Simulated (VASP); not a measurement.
An input for Quantum ESPRESSO's pw.x (written as the equivalent of a VASP run, and not itself run):

```
&CONTROL
  calculation = 'vc-relax'
  pseudo_dir = './pseudo'
  outdir = './out'
  tprnfor = .true.
  tstress = .true.
  nstep = 50
  forc_conv_thr = 0.00039
/
&SYSTEM
  ibrav = 0
  nat = 3
  ntyp = 1
  ecutwfc = 82
  occupations = 'smearing'
  smearing = 'gaussian'
  degauss = 0.003675
  input_dft = 'pbe'
/
&ELECTRONS
  conv_thr = 7.3e-08
  electron_maxstep = 100
/
&IONS
/
&CELL
/
ATOMIC_SPECIES
  Pd 106.420 Pd.upf
CELL_PARAMETERS angstrom
     4.3616640    0.0000000    0.0000000
    -2.1808320    3.7773120    0.0000000
     0.0000000    0.0000000    2.6528350
ATOMIC_POSITIONS crystal
  Pd   0.0000000  0.0000000  0.0000000
  Pd   0.3333330  0.6666670  0.5000000
  Pd   0.6666670  0.3333330  0.5000000
K_POINTS automatic
  9 9 12 0 0 0
```

Problem. Write the VASP files for the same calculation (PBE).

Solution. Several could match; the one computed here: 
**INCAR**
```
PREC=Accurate
SYSTEM=Pd
NELM=100   ! most electronic steps
NSW=50   ! most ionic steps
LWAVE=.FALSE.
ENCUT=300   ! plane-wave cut-off (eV)
LMAXMIX=4
IBRION=2   ! conjugate gradients
LASPH=.TRUE.   ! aspherical one-centre terms
EDIFFG=-0.01
ISMEAR=0   ! Gaussian
EDIFF=1E-6   ! SCF stop (eV)
LREAL=.FALSE.   ! projection in real space or not
GGA=PE   ! PBE
ALGO=Normal
SIGMA=0.05   ! width (eV)
LCHARG=.FALSE.
ISIF=3   ! ions, shape and volume
```

File KPOINTS:
```
Automatic mesh
0
Gamma
9 9 12
0 0 0
```

### POSCAR
```
Pd
1
    4.3616640000     0.0000000000     0.0000000000
   -2.1808320000     3.7773120000     0.0000000000
    0.0000000000     0.0000000000     2.6528350000
Pd
3
Direct
  0.0000000000   0.0000000000   0.0000000000
  0.3333330000   0.6666670000   0.5000000000
  0.6666670000   0.3333330000   0.5000000000
```

POTCAR, in this order: Pd (PBE.64 set). Program: vasp_std.

What does not carry over: the potentials are each code's own (VASP's PAW set, PseudoDojo norm-conserving files in pw.x), so ENCUT and ecutwfc are chosen apart and not converted; conv_thr bounds pw.x's estimated SCF error, while EDIFF bounds the energy change between steps; forc_conv_thr acts on force components and is met together with etot_conv_thr.

The structure was generated: Pd was put into an ordered model structure, which need not be its known phase. This run relaxes it. Symmetry was kept, so distortions that lower it aren't found. The run is one of a series of settings (EDIFFG = -0.01, IBRION = 2, ISIF = 3, NSW = 50 against the base run), some of them coarse on purpose.
